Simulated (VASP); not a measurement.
A run of VASP 6.6.1 is set up as follows.

File INCAR:

```
SYSTEM = V
PREC     = Accurate       ! precision mode
ENCUT    = 700            ! plane-wave cutoff, eV
EDIFF    = 1E-6           ! SCF threshold, eV
ISMEAR   = 1              ! smearing method
SIGMA    = 0.1            ! smearing width, eV
LREAL    = .False.        ! projectors in reciprocal space
LASPH    = .True.         ! aspherical terms in the spheres
NELM     = 120            ! most SCF steps
ALGO     = Normal         ! electronic algorithm
ISIF     = 2              ! what is computed and relaxed
LWAVE    = .False.        ! write WAVECAR
LCHARG   = .True.         ! write CHGCAR
GGA      = PE             ! functional
LVHAR    = .True.
```

File KPOINTS:

```
Automatic mesh
0
Gamma
  20 20 20
  0 0 0
```

File POSCAR:

```
V                                       
1.0
   -1.4984978420      1.4984978420      1.4984978420
    1.4984978420     -1.4984978420      1.4984978420
    1.4984978420      1.4984978420     -1.4984978420
  V             
     1
Direct
     0.0000000000000000    0.0000000000000000    0.0000000000000000
```

Potentials or basis: VASP PAW PBE potentials, release 64 (V_sv).

Run with:

```bash
$ cat potpaw_PBE.64/V_sv/POTCAR > POTCAR
$ mpirun -np 1 vasp_std > vasp.out
```

What does it give for the band gap on the k mesh?

None (metal or under the smearing width).

What does it give for the pressure?

0.1 GPa.
